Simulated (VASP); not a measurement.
Data:

```yaml
crystal:
  lattice:
    - [0.00000, 1.99239, 2.02273]
    - [2.02273, 0.00000, 2.02273]
    - [2.02273, 1.99239, 0.00000]
  atoms:
    - { symbol: Ag, position: [0.00000, 0.00000, 0.00000] }
```

These are PBEsol GGA, VASP's PBE PAW potentials (set 64) (plane waves; VASP) values and carry that method's errors. Run with 480 eV cut-off, 14×14×14 Γ-centred mesh, first-order Methfessel-Paxton smearing of 0.10 eV, potentials Ag.

Task: Give the stress tensor in GPa (positive for a compressed cell).

Result: 
```
2.10  0.00  0.00
0.00  3.18  0.00
0.00  0.00  2.10
```
The pressure is its mean diagonal, 2.46 GPa.

The compound is Ag in the fcc structure. This cell was strained or had an atom moved on purpose.
